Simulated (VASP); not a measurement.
An input for Ansatz (written as the equivalent of a VASP run, and not itself run):

Ansatz 0.2 input:
```yaml
crystal:
  lattice:
    - [0.0000000, 2.4968388, 2.4968388]
    - [2.4968388, 0.0000000, 2.4968388]
    - [2.4968388, 2.4968388, 0.0000000]
  atoms:
    - { symbol: Rh, position: [0.0000000, 0.0000000, 0.0000000] }
    - { symbol: Al, position: [0.5000000, 0.5000000, 0.5000000] }
kpoints:
  mp_grid: { grid: [14, 14, 14] }
hamiltonian:
  xc: pbe
  pseudopotentials: { kind: paw }
scf:
  occupations: { method: tetrahedron }
  max_iter: 100
output: { forces: true, stress: true, eigenvalues: true }
```

### Question
Translate this input to VASP (INCAR, KPOINTS, POSCAR, choice of POTCAR).

### Answer
One answer among several that fit: 
### KPOINTS
```
Automatic mesh
0
Gamma
14 14 14
0 0 0
```

File POSCAR:
```
RhAl
1
    0.0000000000     2.4968388409     2.4968388409
    2.4968388409    -0.0000000000     2.4968388409
    2.4968388409     2.4968388409    -0.0000000000
Rh Al
1 1
Direct
  0.0000000000   0.0000000000   0.0000000000
  0.5000000000   0.5000000000   0.5000000000
```

INCAR:
```
ALGO=Normal
EDIFF=1E-7
ENCUT=400
GGA=PE
ISIF=2
ISMEAR=-5
LASPH=.TRUE.
LCHARG=.TRUE.
LMAXMIX=4
LORBIT=11
LREAL=.FALSE.
LWAVE=.FALSE.
NEDOS=601
NELM=100
PREC=Accurate
SYSTEM=RhAl
```

POTCAR, in this order: Rh_pv Al (PBE.64 set). Program: vasp_std.

What does not carry over: each code has its own PAW files, so the cut-off isn't converted (ENCUT is set for VASP's; basis.ecutwfc is left out, and Ansatz then takes the one that its files recommend); Ansatz stops its SCF on the density residual and VASP on the energy change (EDIFF).

The structure was generated: RhAl was put into the rock salt type (Fm-3m), which need not be its known phase. It was relaxed first, which changed the volume by -32 %.
